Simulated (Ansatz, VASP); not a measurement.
# Cross-check of Zn2GaAsS2 between VASP and Ansatz

One calculation is typed for both programs; each brings its own data sets. How far apart do they land? The cell is generated by rule, not measured, and may not be a known phase. The cell is taken from a series of runs on this material, whose earlier steps may have relaxed, scaled, displaced or heated it; both programs get it as it stands.

Calculated with Ansatz 0.2.0; plane waves, with VASP 6.6.1 beside it; single point at PBE.

The structure was built from a prototype and need not be the compound's stable phase.

## (1) The starting structure

Symmetry: Imm2, No. 44, orthorhombic system. The conventional cell has a = 3.882 Å, b = 3.882 Å, c = 16.470 Å, α = 90.00°, β = 90.00°, γ = 90.00°. As has 2 Zn at 2.38 Å and 2 Ga at 2.38 Å nearest. Ga has 2 S at 2.38 Å and 2 As at 2.38 Å nearest. S has 4 Zn at 2.38 Å nearest. S has 2 Zn at 2.38 Å and 2 Ga at 2.38 Å nearest. Nearest to Zn lie 2 As at 2.38 Å and 2 S at 2.38 Å. Zn has 4 S at 2.38 Å nearest. Farther neighbours and most contacts between anions are not listed.

## (2) Ansatz: single point, PBE

Ansatz runs on its default PAW (the set named soft_2) files.

A single point gives forces, pressure and levels at one fixed geometry, so differences don't come from the geometry; what else differs is listed under the comparison.

input.yaml reads:

```yaml
crystal:
  lattice:
    - [2.745, 2.745, 0.0]
    - [-2.745, 2.745, 0.0]
    - [2.745, 0.0, 8.235]
  atoms:
    - { symbol: As, position: [0.416667, 0.083333, 0.166667] }
    - { symbol: Ga, position: [0.0, 0.0, 0.0] }
    - { symbol: S, position: [0.75, 0.75, 0.5] }
    - { symbol: S, position: [0.083333, 0.416667, 0.833333] }
    - { symbol: Zn, position: [0.333333, 0.666667, 0.333333] }
    - { symbol: Zn, position: [0.666667, 0.333333, 0.666667] }
kpoints:
  mp_grid: { grid: [6, 6, 6] }
hamiltonian:
  xc: pbe
scf:
  occupations: { method: gaussian, width: 0.1 }
output:
  forces: true
  stress: true
  eigenvalues: true
```

The run is started by

```
> ansatz run input.yaml --threads 8 --pin off --max-ram 14336MiB --backend cpu --events-out ev --progress --plain --runs-dir out
```

Numbers of over 12 decimals in the logs are rounded to 6 here.

The log of the run:

```text
Warning: the atoms were moved onto the symmetric positions of the space group found under crystal.symmetry.tolerance 1.0e-5 (fractional; no operation is sought that the atoms, as they stand in a round, miss by more than twice it, and no atom is moved by as much as it), and the run uses the moved positions. Before a round's move an operation carried an atom to 5.49e-6 Å from where it should land, the largest such dist [...]
Engine: ansatz 0.2.0, x86_64-unknown-linux-gnu
Pseudopotentials: kind: paw
Pseudopotential: As, paw, valence charge 15, recommended cutoff 420 eV (normal), As.paw.azcp
Pseudopotential: Ga, paw, valence charge 13, recommended cutoff 420 eV (normal), Ga.paw.azcp
Pseudopotential: S, paw, valence charge 6, recommended cutoff 420 eV (normal), S.paw.azcp
Pseudopotential: Zn, paw, valence charge 12, recommended cutoff 420 eV (normal), Zn.paw.azcp
Functional definition: PBE
  parameter kappa = 0.804
  parameter beta = 0.066725
  exchange = pbe_x(kappa = kappa, mu = beta*pi^2/3)
  correlation = pbe_c(beta = beta)
Crystal: 6 atoms, lattice volume = 124.102 Å³
Basis set: ecut = 420 eV, 2479 PW (Γ), exchange–correlation on 54×54×120 points (8 copies of the dense FFT grid, shifted against one another)
Bands: 39, of which v1, the nominal top of the filled ones, is band 32 counted from 1 (31 counted from 0)
Symmetry: 4 space group operations
Space group: Imm2 (ITA 44), of the structure as read, at distance tolerance 5.0e-5 Å
k-points: 46 of 216 (time reversal used)
Non-local potential: As, projectors of the file, l = 0: 2, l = 1: 2, l = 2: 3, l = 3: 1
Non-local potential: Ga, projectors of the file, l = 0: 2, l = 1: 2, l = 2: 3, l = 3: 1
Non-local potential: S, projectors of the file, l = 0: 2, l = 1: 2, l = 2: 2
Non-local potential: Zn, projectors of the file, l = 0: 2, l = 1: 2, l = 2: 3, l = 3: 1
PAW form: soft (Blöchl's): semilocal exchange-correlation on the pseudo side does not see the compensation charge
PAW one-centre angular grid: As, 590 points (default); XC on 64 Gauss nodes
PAW one-centre angular grid: Ga, 590 points (default); XC on 64 Gauss nodes
PAW one-centre angular grid: S, 110 points (default); XC on 64 Gauss nodes
PAW one-centre angular grid: Zn, 590 points (default); XC on 64 Gauss nodes
Initial density: superposition of atomic densities (neutral atoms: chi_scale 0, normalization atom), corrected by the library's trained network
Initial wavefunctions: pseudopotential atomic-orbital guess
Functional: x = pbe(κ = 0.804, μ = 0.219515), c = pbe(β = 0.066725)
SCF iter   1: F=—  HF=-17084.770346 eV  |F-HF|=—  |Δ(HF+E_count)|=         —  Δρ=1.63e-3  dr2=1.03e-2  ethr=1.77e-3  ⟨swp⟩=6.0  Hψ=7531  notcnv=0
preconditioner: auto → Resta (q_TF=auto, 2.443 Å⁻¹)  ε∞=5.2  [insulator: Δε(μ)=0.486 eV  Ē_g=11.907 eV  σ=0.100 eV  W_gap=1.00  n_scr=34 (ndim 8)  ℏωp=24.5 eV  f_vac=0.043  D(μ)=0.00/eV (n_scr^D=0)  ε∞_Penn≈5.2]
SCF iter   2: F=—  HF=-17084.766978 eV  |F-HF|=—  |Δ(HF+E_count)|=   3.37e-3  Δρ=8.91e-4  dr2=2.43e-3  ethr=1.61e-5  ⟨swp⟩=1.8  Hψ=2601  notcnv=0
SCF iter   3: F=—  HF=-17084.766696 eV  |F-HF|=—  |Δ(HF+E_count)|=   2.82e-4  Δρ=5.70e-4  dr2=3.65e-4  ethr=3.79e-6  ⟨swp⟩=2.0  Hψ=3167  notcnv=0
automatic band count: iteration 3 solves 38 bands in place of 39: the levels show a gap, and the empty bands left out lie too high to hold charge; the band table lists the bands solved (type scf.n_extra_bands for more)
SCF iter   4: F=—  HF=-17084.766450 eV  |F-HF|=—  |Δ(HF+E_count)|=   2.46e-4  Δρ=2.11e-4  dr2=7.59e-5  ethr=5.71e-7  ⟨swp⟩=2.0  Hψ=3167  notcnv=0
SCF iter   5: F=—  HF=-17084.766553 eV  |F-HF|=—  |Δ(HF+E_count)|=   1.03e-4  Δρ=1.44e-4  dr2=2.04e-5  ethr=1.19e-7  ⟨swp⟩=2.0  Hψ=3167  notcnv=0
SCF iter   6: F=—  HF=-17084.766545 eV  |F-HF|=—  |Δ(HF+E_count)|=   8.03e-6  Δρ=5.72e-5  dr2=4.28e-6  ethr=3.19e-8  ⟨swp⟩=2.0  Hψ=3167  notcnv=0
SCF iter   7: F=—  HF=-17084.766546 eV  |F-HF|=—  |Δ(HF+E_count)|=   1.19e-6  Δρ=2.22e-5  dr2=6.27e-7  ethr=6.68e-9  ⟨swp⟩=2.0  Hψ=3167  notcnv=0
SCF iter   8: F=—  HF=-17084.766547 eV  |F-HF|=—  |Δ(HF+E_count)|=   5.52e-7  Δρ=8.71e-6  dr2=1.20e-7  ethr=9.80e-10  ⟨swp⟩=2.0  Hψ=3074  notcnv=0
SCF iter   9: F=-17084.766547 eV  HF=-17084.766547 eV  |F-HF|=8.73e-9  |Δ(HF+E_count)|=   1.06e-7  Δρ=3.08e-6  dr2=1.45e-8  ethr=1.56e-10  ⟨swp⟩=6.9  Hψ=7175  notcnv=0
SCF 1 converged in 9 iterations: F = -17084.766547 eV  dr2 = 1.45e-8
  greatest PAW one-centre occupation: 0.999 electrons in one spin orbital (limit 2), on the As atom at site 0 (counted from 0), in its partial waves of l = 2
SCF converged after 9 iterations
Free energy (F): -17084.766547 eV
Harris-Foulkes:  -17084.766547 eV  (|F-HF|=8.73e-9)
Internal energy: -17084.766528 eV  (E = F + TS)
E sigma→0 (E₀):  -17084.766538 eV
Entropy (-TS):   -0.000019 eV (-0.003 meV/atom)
Fermi energy:    7.756824 eV
--- Per-component energies (eV) ---
  E_band       = -305.522085
  E_kinetic    = 696.178552
  E_local      = -8441.150947  (includes V_loc(G=0)·N_el)
  E_nonlocal   = 1039.109935
  E_hartree    = 3900.116083
  E_xc         = -617.415418
  E_vxc        = -416.761354  (∫ρ·V_xc dr)
  E_paw        = -8680.656096  (= ΣΔE_a)
  E_vpaw       = -983.127541  (= ΣTr[D̂ρ^β])
  E_aug_tail   = -0.000806  (compensation charges beyond the density's cutoff)
  E_ewald      = -4980.947832
  E_smearing   = -0.000019  (= −TS)
  E_closure    = 0.000000  (closes the sum)
  Σ components = -17084.766547   (vs F -17084.766547, Δ=0.00e0)
--- Forces (eV/Å), atoms counted from 1 ---
  atom   1  As    -0.00000000    -0.00000000    -0.13698937
  atom   2  Ga     0.00000000     0.00000000     0.43314357
  atom   3  S     -0.00000000     0.00000000     0.56552926
  atom   4  S     -0.00000000    -0.00000000    -0.55374641
  atom   5  Zn     0.00000000     0.00000000     0.15081808
  atom   6  Zn     0.00000000     0.00000000    -0.45873052
  max |Σ_I F_I| component: 2.46e-5 eV/Å
--- Stress (GPa, compression-positive) ---
        3.180808      -0.372400       0.000000
       -0.372400       3.180808       0.000000
        0.000000       0.000000       2.171866
  P = ⅓ Tr σ = 2.8445 GPa (28.445 kbar)
--- Band table (eV; the first three rows and the last of 46) ---
  k-point 0: bands = [... 28 lower, 5.0041, 6.4545, 6.7960, 7.3860, 7.9417, 9.4303, 9.5954, 10.5536, ... 2 higher]
  k-point 1: bands = [... 28 lower, 5.0753, 6.0761, 6.7168, 7.3241, 8.2591, 9.3669, 9.6958, 10.5744, ... 2 higher]
  k-point 2: bands = [... 28 lower, 5.2854, 5.3722, 6.5373, 7.1980, 8.6681, 9.3512, 9.8950, 10.6899, ... 2 higher]
  k-point 45: bands = [... 28 lower, 3.6959, 3.9096, 4.7157, 4.8572, 9.4842, 9.7769, 10.0323, 10.5206, ... 2 higher]
```

Reading the cycles: dr2 is the Hartree energy of the density residual (eV), the measure of convergence; HF is the Harris–Foulkes estimate of the energy, which meets the free energy F at convergence.

The run ends at a pressure of 2.84 GPa, with forces up to 0.57 eV/Å.

## (3) VASP: single point, PBE

The same cell, functional, mesh and smearing now go to VASP, with its own data sets.

Lines of VASP's logs that name or quote its potential files are left out, and so is its time.

INCAR reads:

```
SYSTEM = Zn2GaAsS2
PREC = Accurate
ENCUT = 500
EDIFF = 1E-06
NELM = 120
ISMEAR = 0
SIGMA = 0.1
LREAL = .FALSE.
ALGO = Normal
GGA = PE
NBANDS = 33
LORBIT = 11
LWAVE = .FALSE.
LCHARG = .FALSE.
ISIF = 2
LASPH = .TRUE.
GGA_COMPAT = .FALSE.
EFERMI = MIDGAP
KPAR = 2
```

POSCAR reads:

```
Zn2GaAsS2
1.0
    2.7450000000      2.7450000000      0.0000000000
   -2.7450000000      2.7450000000      0.0000000000
    2.7450000000      0.0000000000      8.2350000000
As Ga S Zn
1 1 2 2
Direct
    0.4166670000      0.0833330000      0.1666670000
    0.0000005000      0.9999995000      0.0000000000
    0.7500005000      0.7499995000      0.5000000000
    0.0833340000      0.4166660000      0.8333330000
    0.3333340000      0.6666660000      0.3333330000
    0.6666670000      0.3333330000      0.6666670000
```

KPOINTS reads:

```
Automatic mesh
0
Gamma
6 6 6
0 0 0
```

The projector-augmented-wave data sets are As, Ga_d, S and Zn (PBE family, release 64).

The run is started by

```
> mpirun -np 2 vasp_std
```

The log of the run:

```text
[banner, memory and clock lines left out]
running    2 mpi-ranks, on    1 nodes
 distrk:  each k-point on    1 cores,    2 groups
 distr:  one band on    1 cores,    1 groups

 POSCAR found type information on POSCAR AsGaS Zn
 POSCAR found :  4 types and       6 ions
 LDA part: xc-table for (Slater+PW92), standard interpolation
 POSCAR, INCAR and KPOINTS ok, starting setup
 FFT: planning ... GRIDC
 FFT: planning ... GRID_SOFT
 FFT: planning ... GRID
 WAVECAR not read
 entering main loop
       N       E                     dE             d eps       ncg     rms          rms(c)
DAV:   1     0.405743440977E+03    0.40574E+03   -0.25123E+04  3141   0.206E+03
DAV:   2     0.305128247530E+02   -0.37523E+03   -0.36594E+03  3172   0.462E+02
DAV:   3    -0.203614055531E+02   -0.50874E+02   -0.50441E+02  3474   0.151E+02
DAV:   4    -0.225531888016E+02   -0.21918E+01   -0.21845E+01  3807   0.316E+01
DAV:   5    -0.226007438472E+02   -0.47555E-01   -0.47506E-01  3775   0.436E+00    0.101E+01
DAV:   6    -0.214359563776E+02    0.11648E+01   -0.24678E+00  4584   0.416E+01    0.745E+00
DAV:   7    -0.214234630255E+02    0.12493E-01   -0.27325E+00  3680   0.906E+00    0.297E+00
DAV:   8    -0.214089071001E+02    0.14556E-01   -0.27737E-01  3973   0.645E+00    0.117E+00
DAV:   9    -0.214094765647E+02   -0.56946E-03   -0.47258E-02  3714   0.437E+00    0.225E-01
DAV:  10    -0.214095549198E+02   -0.78355E-04   -0.10112E-02  3567   0.161E+00    0.127E-01
DAV:  11    -0.214098475502E+02   -0.29263E-03   -0.20756E-03  4535   0.446E-01    0.750E-02
DAV:  12    -0.214099965320E+02   -0.14898E-03   -0.70072E-04  3863   0.365E-01    0.313E-02
DAV:  13    -0.214100109845E+02   -0.14453E-04   -0.17002E-04  3740   0.201E-01    0.994E-03
DAV:  14    -0.214100157646E+02   -0.47802E-05   -0.36106E-05  3784   0.435E-02    0.781E-03
DAV:  15    -0.214100161113E+02   -0.34664E-06   -0.55103E-06  3465   0.285E-02
   1 F= -.21410016E+02 E0= -.21410004E+02  d E =-.241668E-04
```

OUTCAR, selected parts (step 3):

```text
ion  position               nearest neighbor table
   1  0.417  0.083  0.167-   5 2.38   5 2.38   2 2.38   2 2.38
   2  0.000  1.000  0.000-   1 2.38   4 2.38   4 2.38   1 2.38
   3  0.750  0.750  0.500-   5 2.38   6 2.38   5 2.38   6 2.38
   4  0.083  0.417  0.833-   6 2.38   6 2.38   2 2.38   2 2.38
   5  0.333  0.667  0.333-   1 2.38   1 2.38   3 2.38   3 2.38
   6  0.667  0.333  0.667-   4 2.38   4 2.38   3 2.38   3 2.38

  LATTYP: Found a body centered tetragonal cell.
 ALAT       =     3.8820162287
 C/A-ratio  =     4.2426406871

 Subroutine GETGRP returns: Found  4 space group operations
 (whereof  4 operations were pure point group operations)

The static configuration has the point symmetry C_2v.

 Found     46 irreducible k-points:

   k-points           NKPTS =     46   k-points in BZ     NKDIM =     46   number of bands    NBANDS=     33

   dimension x,y,z NGX =    28 NGY =   28 NGZ =   64
   dimension x,y,z NGXF=    56 NGYF=   56 NGZF=  128

   ENCUT  =  500.0 eV  36.75 Ry    6.06 a.u.   7.08  7.08 15.83*2*pi/ulx,y,z

   NELECT =      54.0000    total number of electrons

 k-points in reciprocal lattice and weights: Automatic mesh
   0.00000000  0.00000000  0.00000000       0.005
   0.16666667  0.00000000 -0.00000000       0.019
   0.00000000 -0.16666667 -0.00000000       0.019
   0.33333333  0.00000000  0.00000000       0.019
   0.00000000 -0.33333333  0.00000000       0.019
   0.50000000  0.00000000 -0.00000000       0.009
   0.00000000  0.50000000  0.00000000       0.009
   0.16666667  0.16666667  0.00000000       0.019
   0.33333333  0.16666667  0.00000000       0.037
[...]
-0.16666667  0.16666667  0.33333333       0.019
   0.00000000  0.00000000  0.50000000       0.005

 average (electrostatic) potential at core
       1 -50.2998       2 -67.2166       3 -88.2010       4 -88.9154       5 -35.6529
       6 -36.1553

 E-fermi :   3.8734

 k-point     1 :       0.0000    0.0000    0.0000
  band No.  band energies     occupation
    ...
     23       1.0832      2.00000
     24       1.1166      2.00000
     25       2.5666      2.00000
     26       2.9123      2.00000
     27       3.5052      2.00000
     28       4.0514      0.01180
     29       5.5496      0.00000
     30       5.7059      0.00000
     31       6.6705      0.00000
     32       7.1478      0.00000
    ...

 k-point     2 :       0.1667    0.0000   -0.0000
  band No.  band energies     occupation
    ...
     23       0.6785      2.00000
     24       1.2293      2.00000
     25       1.3147      2.00000
     26       2.2802      2.00000
     27       3.5169      2.00000
     28       4.7206      0.00000
     29       6.0779      0.00000
     30       6.8171      0.00000
     31       7.3387      0.00000
     32       7.8176      0.00000
    ...

 k-point     3 :       0.0000   -0.1667   -0.0000
  band No.  band energies     occupation
    ...
     23       0.6114      2.00000
     24       1.2318      2.00000
     25       1.9063      2.00000
     26       2.3636      2.00000
     27       2.8412      2.00000
     28       5.1778      0.00000
     29       5.8404      0.00000
     30       6.4450      0.00000
     31       6.9992      0.00000
     32       7.7338      0.00000
    ...

  Total        2.6219893      2.6219893      1.8289866     -0.2824891      0.0000000      0.0000000
  in kB       33.8503535     33.8503535     23.6125454     -3.6469855      0.0000000      0.0000000
  external PRESSURE =      30.4377508 kB  Pullay stress =       0.0000000 kB

  energy-cutoff  :      500.00
  volume of cell :      124.10
      direct lattice vectors                 reciprocal lattice vectors
     2.745000000  2.745000000  0.000000000     0.182149362  0.182149362 -0.060716454
    -2.745000000  2.745000000  0.000000000    -0.182149362  0.182149362  0.060716454
     2.745000000  0.000000000  8.235000000     0.000000000  0.000000000  0.121432908

 POSITION                                       TOTAL-FORCE (eV/Angst)
 -----------------------------------------------------------------------------------
      1.37250      1.37250      1.37250         0.000000     -0.000000     -0.144352
     -2.74500      2.74500      0.00000         0.000000      0.000000      0.428338
      1.37250      4.11750      4.11750        -0.000000     -0.000000      0.571262
      1.37250      1.37250      6.86250         0.000000     -0.000000     -0.547134
      0.00000      2.74500      2.74500         0.000000     -0.000000      0.155332
      2.74500      2.74500      5.49000         0.000000     -0.000000     -0.463447
 -----------------------------------------------------------------------------------
    total drift:                               -0.004983      0.000016      0.000200

  FREE ENERGIE OF THE ION-ELECTRON SYSTEM (eV)
  ---------------------------------------------------
  free  energy   TOTEN  =       -21.4100161113 eV

  energy  without entropy=      -21.4099919444  energy(sigma->0) =      -21.41000403

 total charge
# of ion       s       p       d       tot
------------------------------------------
    1        1.202   1.656   0.033   2.891
    2        0.877   0.769  10.020  11.666
    3        1.319   2.408   0.000   3.727
    4        1.326   2.413   0.000   3.739
    5        0.560   0.507   9.775  10.843
    6        0.513   0.439   9.793  10.745
--------------------------------------------------
tot          5.797   8.193  29.623  43.612

[... 3 further parts left out ...]
```

The run ends at a pressure of 3.04 GPa, with forces up to 0.57 eV/Å.

## (4) Comparison

Known differences besides the potentials themselves: the data sets hold 64 valence electrons in Ansatz (on its default PAW (the set named soft_2) files) and 54 in VASP; the cutoff is 420 eV in Ansatz and 500 eV in VASP. Total energies have different zeros and are not compared.

Compared:

| quantity | Ansatz | VASP | difference |
| --- | --- | --- | --- |
| pressure (GPa) | 2.84 | 3.04 | -0.20 |
| gap on the k mesh (eV) | 0.410 | 0.398 | +0.013 |

Forces (eV/Å; atoms numbered as in POSCAR):

| atom | Ansatz x, y, z | VASP x, y, z |
| --- | --- | --- |
| As1 | 0.000, 0.000, -0.137 | 0.000, 0.000, -0.144 |
| Ga2 | 0.000, 0.000, 0.433 | 0.000, 0.000, 0.428 |
| S3 | 0.000, 0.000, 0.566 | 0.000, 0.000, 0.571 |
| S4 | 0.000, 0.000, -0.554 | 0.000, 0.000, -0.547 |
| Zn5 | 0.000, 0.000, 0.151 | 0.000, 0.000, 0.155 |
| Zn6 | 0.000, 0.000, -0.459 | 0.000, 0.000, -0.463 |

The forces differ by 3.3 meV/Å r.m.s., which is 1.4 % of the r.m.s. force of 0.244 eV/Å (both taken over all components). A gap on the mesh is an upper bound, since the band edges may lie between its points.

## (5) Results

```
r.m.s. force difference (single point, PBE) : 1.4 % of the r.m.s. force
```

The r.m.s. force difference is 1.4 % of the r.m.s. force (single point, PBE), within the 3 % picked in this series as the mark of a large difference. The data sets hold unlike numbers of valence electrons (64 in Ansatz and 54 in VASP), so part of the differences comes from the potentials. Such differences can come from data sets, numerical settings and the points named under the comparisons, not from the functional's error against experiment.

[Lines on the potential files, build, host, timing and source positions are cut from VASP's logs without a mark.]

[Logs are printed without paths, hosts, clocks, repeated set-up lines and the standing remarks that a program may print on its own settings, such as how far it seeks lower states.]

[Hosts, paths, dates, database ids (printed as entryN), source tags and the programs' standing remarks are cut or masked in the printed files.]
